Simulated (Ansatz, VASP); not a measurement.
# Cross-check of MoS2 between VASP and Ansatz, part 2 of 2

Aim: how closely do two programs agree when they are given the same cell, functional and k mesh? The cell is taken from a series of runs on this material, whose earlier steps may have relaxed, scaled, displaced or heated it; both programs get it as it stands.

VASP 6.6.1 and Ansatz 0.2.0.

So far: Set-up; VASP: zone-centre phonons, PBEsol, pair 1.

**3. Ansatz: zone-centre phonons, PBEsol, pair 1**

Level of this step: Ansatz beside VASP: Kohn-Sham DFT, plane waves, PBEsol (Ansatz).

Ansatz runs on its PAW soft_1 files.

The same cell, functional, mesh and smearing now go to Ansatz, which takes its cutoff from its data sets.

Input file input.yaml:

```yaml
crystal:
  lattice:
    - [3.0809191971, 0.0, 0.0]
    - [-1.5404595985, 2.6681542917, 0.0]
    - [0.0, 0.0, 29.504]
  atoms:
    - { symbol: Mo, position: [0.0, 0.0, 0.3389370933] }
    - { symbol: S, position: [0.3333333333, 0.6666666667, 0.3939317766] }
    - { symbol: S, position: [0.6666666667, 0.3333333333, 0.28394241] }
  periodic: [true, true, false]
kpoints:
  mp_grid: { grid: [15, 15, 1] }
hamiltonian:
  xc: pbesol
  pseudopotentials: { kind: paw, azcp: { folder: soft_1 }, xc_functional: pbe }
scf:
  occupations: { method: methfessel_paxton, width: 0.2 }
output:
  eigenvalues: true
phonons:
  method: dfpt
```

Command:

```sh
ansatz run input.yaml --threads 4 --pin off --max-ram 16384MiB --backend cpu --events-out ev --progress --plain --runs-dir out
```

Numbers of over 12 decimals in the logs are rounded to 6 here.

What it wrote:

```text
Warning: crystal.symmetry: narrowed to the stabiliser of the run's FFT grids — unitary ops 12 → 6. A phonons.method: dfpt run fills in the rows of the dynamical matrix that it does not solve by its symmetry operations, which is exact only for operations that map its FFT grids onto themselves: filled in by any other, the frequencies could depend on the order in which like atoms are typed, or, by more than the grids' own error, on where the crystal sits among the grids' points. Excluded: 6 operations. The run can therefore solve more perturbations, solve them on more k-points, or both, and cost more. [rest of the remark cut]
Engine: ansatz 0.2.0, aarch64-unknown-linux-gnu
Pseudopotentials: kind: paw
Pseudopotential: Mo, paw, valence charge 14, recommended cutoff 420 eV (normal), soft_1/Mo.paw.azcp
Pseudopotential: S, paw, valence charge 6, recommended cutoff 420 eV (normal), soft_1/S.paw.azcp
Functional definition: PBEsol
  exchange = pbesol_x
  correlation = pbesol_c
Crystal: 3 atoms, lattice volume = 242.534 Å³
Basis set: ecut = 420 eV, 4743 PW (Γ), exchange–correlation on 48×48×400 points (8 copies of the dense FFT grid, shifted against one another)
Bands: 17, of which v1, the nominal top of the filled ones, is band 13 counted from 1 (12 counted from 0)
Symmetry: 12 space group operations
k-points: 64 of 225 (irreducible under 2 space group operations, time reversal used)
Non-local potential: Mo, projectors of the file, l = 0: 3, l = 1: 2, l = 2: 2, l = 3: 1
Non-local potential: S, projectors of the file, l = 0: 2, l = 1: 2, l = 2: 1
PAW form: soft (Blöchl's): semilocal exchange-correlation on the pseudo side does not see the compensation charge
PAW frozen core: Mo, regenerated for the run's functional, and the local potential with it (the file was generated under x = pbe(κ = 0.804, μ = 0.219515), c = pbe(β = 0.066725))
PAW frozen core: S, regenerated for the run's functional, and the local potential with it (the file was generated under x = pbe(κ = 0.804, μ = 0.219515), c = pbe(β = 0.066725))
PAW one-centre angular grid: Mo, 590 points (default); XC on 64 Gauss nodes
PAW one-centre angular grid: S, 110 points (default); XC on 64 Gauss nodes
Initial density: superposition of atomic densities (neutral atoms: chi_scale 0, normalization atom)
Initial wavefunctions: pseudopotential atomic-orbital guess
Functional: x = pbesol(κ = 0.804, μ = 0.123457), c = pbesol(β = 0.046)
SCF iter   1: F=—  HF=-6670.741653 eV  |F-HF|=—  |Δ(HF+E_count)|=         —  Δρ=4.07e-2  dr2=6.34e0  ethr=3.10e-3  ⟨swp⟩=16.3  Hψ=12145  notcnv=0
preconditioner: auto → LDOS  [metal: Δε(μ)=0.074 eV  Ē_g=8.868 eV  σ=0.200 eV  W_gap=0.30  n_scr=16 (ndim 8)  ℏωp=10.1 eV  f_vac=0.751  D(μ)=1.50/eV (n_scr^D=8)  β→1.0]
SCF iter   2: F=—  HF=-6669.829073 eV  |F-HF|=—  |Δ(HF+E_count)|=   9.13e-1  S|Δr|=    0.00e0  Δρ=2.69e-2  dr2=1.92e0  ethr=3.10e-3  ⟨swp⟩=4.6  Hψ=3986  notcnv=0
SCF iter   3: F=—  HF=-6669.332470 eV  |F-HF|=—  |Δ(HF+E_count)|=   4.97e-1  S|Δr|=    0.00e0  Δρ=4.99e-3  dr2=8.20e-2  ethr=3.10e-3  ⟨swp⟩=3.4  Hψ=3172  notcnv=0
SCF iter   4: F=—  HF=-6669.314776 eV  |F-HF|=—  |Δ(HF+E_count)|=   1.77e-2  S|Δr|=    0.00e0  Δρ=6.36e-4  dr2=8.66e-4  ethr=3.15e-4  ⟨swp⟩=3.8  Hψ=2861  notcnv=0
SCF iter   5: F=—  HF=-6669.315177 eV  |F-HF|=—  |Δ(HF+E_count)|=   4.01e-4  S|Δr|=    0.00e0  Δρ=2.58e-4  dr2=4.22e-4  ethr=3.33e-6  ⟨swp⟩=3.7  Hψ=2725  notcnv=0
SCF iter   6: F=—  HF=-6669.315137 eV  |F-HF|=—  |Δ(HF+E_count)|=   3.98e-5  S|Δr|=    0.00e0  Δρ=5.14e-5  dr2=4.10e-6  ethr=1.62e-6  ⟨swp⟩=3.0  Hψ=1712  notcnv=0
SCF iter   7: F=—  HF=-6669.315145 eV  |F-HF|=—  |Δ(HF+E_count)|=   7.83e-6  S|Δr|=    0.00e0  Δρ=1.39e-5  dr2=6.61e-7  ethr=1.58e-8  ⟨swp⟩=4.4  Hψ=3152  notcnv=0
SCF iter   8: F=—  HF=-6669.315105 eV  |F-HF|=—  |Δ(HF+E_count)|=   3.98e-5  S|Δr|=    0.00e0  Δρ=3.28e-6  dr2=3.02e-8  ethr=2.54e-9  ⟨swp⟩=3.3  Hψ=2106  notcnv=0
SCF iter   9: F=—  HF=-6669.315106 eV  |F-HF|=—  |Δ(HF+E_count)|=   3.40e-8  S|Δr|=    0.00e0  Δρ=5.38e-7  dr2=5.82e-10  ethr=1.16e-10  ⟨swp⟩=3.7  Hψ=2623  notcnv=0
SCF iter  10: F=—  HF=-6669.315106 eV  |F-HF|=—  |Δ(HF+E_count)|=   3.06e-9  S|Δr|=    0.00e0  Δρ=9.57e-8  dr2=1.36e-11  ethr=2.24e-12  ⟨swp⟩=4.4  Hψ=3082  notcnv=0
SCF iter  11: F=-6669.315106 eV  HF=-6669.315106 eV  |F-HF|=2.64e-11  |Δ(HF+E_count)|=  1.86e-10  S|Δr|=    0.00e0  Δρ=2.05e-8  dr2=1.81e-12  ethr=1.00e-12  ⟨swp⟩=15.3  Hψ=10010  notcnv=0
SCF 1 converged in 11 iterations: F = -6669.315106 eV  dr2 = 1.81e-12
  greatest PAW one-centre occupation: 0.999 electrons in one spin orbital (limit 2), on the Mo atom at site 0 (counted from 0), in its partial waves of l = 0
DFPT response loops at Γ: preconditioner auto → none (partly filled bands, converged f_vac=0.758); β = 0.50; Broyden in place of MSR1
SCF converged after 11 iterations
Stability not checked: this state was not tested for a lower state beside it, because cold or Methfessel-Paxton smearing, or corrected tetrahedra, fill the levels in a way that the test cannot read (fill_not_monotonic; see scf.lower_state_search)
Free energy (F): -6669.315106 eV
Harris-Foulkes:  -6669.315106 eV  (|F-HF|=2.64e-11)
Internal energy: -6669.316284 eV  (E = F + TS)
E sigma→0 (E₀):  -6669.315400 eV
Entropy (-TS):   0.001178 eV (0.393 meV/atom)
Fermi energy:    -5.084776 eV
Step filling:    the computed levels leave a gap of 0.0000 eV = 0.0 smearing widths at the electron count; against every level under it full and every level over it empty, smearing changes F+E_penalty+E_count by +0.095 meV and its σ→0 estimate by -0.199 meV
--- Per-component energies (eV) ---
  E_band       = -577.094556
  E_kinetic    = 634.975549
  E_local      = -45732.646782  (includes V_loc(G=0)·N_el)
  E_nonlocal   = 219.463395
  E_hartree    = 22433.044338
  E_xc         = -351.694338
  E_vxc        = -384.986042  (∫ρ·V_xc dr)
  E_paw        = -4338.735252  (= ΣΔE_a)
  E_vpaw       = -179.989543  (= ΣTr[D̂ρ^β])
  E_aug_tail   = 0.000041  (compensation charges beyond the density's cutoff)
  E_ewald      = 20465.943567
  E_core_change = 0.333199  (= ΣΔE_core)
  E_smearing   = 0.001178  (= −TS)
  E_closure    = 0.000000  (closes the sum)
  Σ components = -6669.315106   (vs F -6669.315106, Δ=0.00e0)
--- Band table (eV; the first three rows and the last of 64) ---
  k-point 0: bands = [... 9 lower, -8.3833, -6.4694, -5.9063, -5.9063, -4.9309, -4.9309, -1.7343, -1.7343]
  k-point 1: bands = [... 9 lower, -8.0036, -6.5451, -6.2103, -6.1598, -4.8844, -4.7031, -2.0053, -1.7769]
  k-point 2: bands = [... 9 lower, -7.8044, -7.1899, -6.5622, -6.3701, -4.8226, -4.3706, -2.4928, -1.8459]
  k-point 63: bands = [... 9 lower, -9.2969, -9.0537, -8.0633, -5.4701, -4.9249, -3.1142, -2.8637, -0.9522]
--- Phonons (Γ-DFPT): 6 representative perturbations + reference, on 64 of 225 k-points (Σ response iterations 32) ---
  ASR residual: 8.780e-5 → 0.000e0 eV/Å²; symmetrization residual: 1.416e-5 eV/Å²
  The last average, over the group as it would stand without the narrowing to the FFT grids, took up to 1.865e-6 eV/Å² of the zone centre's force constants
  ASR residual per site (eV/Å²): 8.78e-5 1.55e-5 2.07e-5
  Γ frequencies (cm⁻¹): 0.00 0.00 0.00 253.72 253.72 265.28 265.28 376.07 400.80
  non-analytic LO–TO correction: not included (Born effective charges unavailable; polar crystals: no LO–TO splitting at Γ)
```

**4. Differences**

Known differences besides the potentials themselves: Ansatz cuts the interaction across the vacuum, VASP repeats the sheet without a dipole correction; the cutoff is 420 eV in Ansatz and 500 eV in VASP; Ansatz makes its cores anew for this functional, VASP keeps those of its PBE data sets. Total energies have different zeros and are not compared.

Compared:

```csv
quantity,Ansatz,VASP,difference
optical mode 1 to 2 (cm⁻¹),253.7,253.4,+0.12 %
optical mode 3 to 4 (cm⁻¹),265.3,265.0,+0.10 %
optical mode 5 (cm⁻¹),376.1,375.9,+0.06 %
optical mode 6 (cm⁻¹),400.8,400.8,+0.00 %
```

Modes are paired by rising frequency, not by their patterns, so a pair may set unlike modes beside each other; they are those without the splitting of longitudinal modes. Where the cell holds vacuum, a pressure given here is an average over it and none of the material.

**5. Ansatz: zone-centre phonons, PBEsol, pair 2**

Second derivatives magnify differences that forces hide, and they need a tight electronic threshold.

The cell is taken from a series of runs on this material, whose earlier steps may have relaxed, scaled, displaced or heated it; both programs get it as it stands.

input.yaml, the sections that differ from step 3:

```yaml
crystal:
  lattice:
    - [3.0497988012, 0.0, 0.0]
    - [-1.5248994006, 2.6951053451, 0.0]
    - [0.0, 0.0, 29.504]
  atoms:
    - { symbol: Mo, position: [0.0, 0.0, 0.3389370933] }
    - { symbol: S, position: [0.3309938377, 0.6619876754, 0.3939225708] }
    - { symbol: S, position: [0.6690061623, 0.3380123246, 0.2839516158] }
  periodic: [true, true, false]
# kpoints, hamiltonian, scf, output, phonons: as in step 3
```

What it wrote:

```text
[...]
Crystal: 3 atoms, lattice volume = 242.509 Å³
Basis set: ecut = 420 eV, 4711 PW (Γ), exchange–correlation on 48×48×400 points (8 copies of the dense FFT grid, shifted against one another)
Bands: 17, of which v1, the nominal top of the filled ones, is band 13 counted from 1 (12 counted from 0)
Symmetry: 4 space group operations
[...]
k-point 2: bands = [... 9 lower, -7.8689, -7.2489, -6.4412, -6.4326, -4.8370, -4.2791, -2.5237, -1.8007]
  k-point 63: bands = [... 9 lower, -9.2608, -9.0256, -8.0774, -5.4890, -4.9528, -3.1163, -2.7710, -0.9268]
[...]
ASR residual: 1.039e-4 → 0.000e0 eV/Å²; symmetrization residual: 9.699e-6 eV/Å²
[...]
ASR residual per site (eV/Å²): 1.04e-4 1.35e-5 2.22e-5
  Γ frequencies (cm⁻¹): 0.00 0.00 0.00 248.27 260.47 264.30 266.29 375.44 401.05
[...]
[key lines of the parts left out:]
SCF converged after 11 iterations
Free energy (F): -6669.308208 eV
Fermi energy:    -5.086597 eV
```

**6. VASP: zone-centre phonons, PBEsol, pair 2**

The same cell, functional, mesh and smearing now go to VASP, with its own data sets.

Input file INCAR:

```
SYSTEM = MoS2
PREC = Accurate
ENCUT = 500
EDIFF = 1E-08
NELM = 120
ISMEAR = 1
SIGMA = 0.2
LREAL = .FALSE.
ALGO = Normal
GGA = PS
NBANDS = 19
LASPH = .TRUE.
LORBIT = 11
LWAVE = .FALSE.
LCHARG = .FALSE.
ISIF = 2
IBRION = 8
GGA_COMPAT = .FALSE.
NELMDL = -8
KPAR = 2
```

Input file POSCAR:

```
MoS2
1.0
    3.0497988012      0.0000000000      0.0000000000
   -1.5248994006      2.6951053451      0.0000000000
    0.0000000000      0.0000000000     29.5040000000
Mo S
1 2
Direct
    0.0000000000      0.0000000000      0.3389370933
    0.3309938377      0.6619876754      0.3939225708
    0.6690061623      0.3380123246      0.2839516158
```

Input file KPOINTS:

```
Automatic mesh
0
Gamma
15 15 1
0 0 0
```

Potentials, in the order of the species: Mo_sv and S (PBE family, release 64).

Command:

```sh
mpirun -np 2 vasp_std
```

What it wrote:

```text
[banner, memory and clock lines left out]
running    2 mpi-ranks, on    1 nodes
[...]
[... a notice as in an earlier step ...]

 LDA part: xc-table for (Slater+PW92), standard interpolation
 POSCAR, INCAR and KPOINTS ok, starting setup
[...]
entering main loop
       N       E                     dE             d eps       ncg     rms          rms(c)
DAV:   1     0.151837755728E+03    0.15184E+03   -0.12853E+04  3424   0.100E+03
DAV:   2    -0.116255084039E+02   -0.16346E+03   -0.16058E+03  3482   0.220E+02
DAV:   3    -0.238329850286E+02   -0.12207E+02   -0.12102E+02  3204   0.562E+01
DAV:   4    -0.240160494042E+02   -0.18306E+00   -0.18191E+00  3377   0.739E+00
[...]
DAV:  28    -0.225563380088E+02   -0.43390E-07    0.39541E-10  2043   0.785E-05    0.221E-05
DAV:  29    -0.225563380341E+02   -0.25298E-07    0.46799E-10  1764   0.572E-05    0.165E-05
DAV:  30    -0.225563380410E+02   -0.68708E-08    0.55421E-10  1798   0.299E-05
   1 F= -.22556338E+02 E0= -.22556668E+02  d E =0.991261E-03
[...]
RMM:  16    -0.902517234688E-01   -0.28769E-08    0.13171E-07  3575   0.270E-05    0.434E-07
RMM:  17    -0.902517244673E-01   -0.99854E-09    0.13816E-07  3487   0.267E-05    0.166E-07
RMM:  18    -0.902517228169E-01    0.16505E-08    0.14736E-07  3127   0.261E-05    0.910E-08
 first order change of Fermi-energy   0.26170E-01
 force on displaced ion       2 direction 2 :  -0.000  -6.294   0.176
 Linear response progress:
  Degree of freedom:   6/  6
       N       E                     dE             d eps       ncg     rms          rms(c)
RMM:   1    -0.179376629016E+00   -0.17938E+00   -0.12838E-01  6127   0.190E+00
RMM:   2    -0.161114927655E+00    0.18262E-01   -0.14853E-02  4064   0.626E-01    0.375E-01
RMM:   3    -0.161279300573E+00   -0.16437E-03   -0.99691E-04  3905   0.183E-01    0.268E-01
RMM:   4    -0.161653480999E+00   -0.37418E-03   -0.74392E-04  3791   0.155E-01    0.879E-02
[...]
RMM:  22    -0.161448491180E+00    0.40591E-09    0.79103E-07  3500   0.341E-05    0.178E-07
RMM:  23    -0.161448491029E+00    0.15133E-09    0.79037E-07  3540   0.340E-05    0.121E-07
RMM:  24    -0.161448491468E+00   -0.43957E-09    0.78160E-07  3246   0.337E-05    0.558E-08
 first order change of Fermi-energy  -0.69451E+00
 force on displaced ion       2 direction 3 :  -0.000   0.181 -13.977
 Linear response finished
```

OUTCAR, selected parts (step 6):

```text
  Total        1.2691467     -0.0830539     -0.0141380      0.0000000      0.0010345      0.0000000
  in kB        8.3848363     -0.5487099     -0.0934053      0.0000000      0.0068347      0.0000000
  external PRESSURE =       2.5809070 kB  Pullay stress =       0.0000000 kB

 POSITION                                       TOTAL-FORCE (eV/Angst)
 -----------------------------------------------------------------------------------
      0.00000      0.00000     10.00000         0.000000      0.000000      0.000000
      0.00000      1.78413     11.62229        -0.000000      0.000276      0.002923
      1.52490      0.91098      8.37771         0.000000     -0.000276     -0.002923
 -----------------------------------------------------------------------------------
    total drift:                               -0.000000     -0.000000      0.000006

[... 2 further parts left out ...]
```

**7. Differences**

The two programs side by side:

```csv
quantity,Ansatz,VASP,difference
optical mode 1 (cm⁻¹),248.3,248.1,+0.07 %
optical mode 2 (cm⁻¹),260.5,260.2,+0.11 %
optical mode 3 (cm⁻¹),264.3,264.2,+0.03 %
optical mode 4 (cm⁻¹),266.3,266.3,+0.01 %
optical mode 5 (cm⁻¹),375.4,375.0,+0.10 %
optical mode 6 (cm⁻¹),401.1,401.3,-0.05 %
```

Modes are paired by rising frequency, not by their patterns, so a pair may set unlike modes beside each other; they are those without the splitting of longitudinal modes. Where the cell holds vacuum, a pressure given here is an average over it and none of the material.

**8. Outcome**

| Quantity | Value |
| --- | --- |
| r.m.s. difference of the optical zone-centre modes, each program's sorted by frequency (zone-centre phonons, PBEsol, pair 1) | 0.26 cm⁻¹ |
| r.m.s. difference of the optical zone-centre modes, each program's sorted by frequency (zone-centre phonons, PBEsol, pair 2) | 0.23 cm⁻¹ |

What this shows: The r.m.s. difference of the optical zone-centre modes, each program's sorted by frequency is 0.26 cm⁻¹ (zone-centre phonons, PBEsol, pair 1). Such differences can come from data sets, numerical settings and the points named under the comparisons, not from the functional's error against experiment.

[Lines on the potential files, build, host, timing and source positions are cut from VASP's logs without a mark.]

[Logs are printed without paths, hosts, clocks, repeated set-up lines and the standing remarks that a program may print on its own settings, such as how far it seeks lower states.]

[Hosts, paths, dates, database ids (printed as entryN), source tags and the programs' standing remarks are cut or masked in the printed files.]
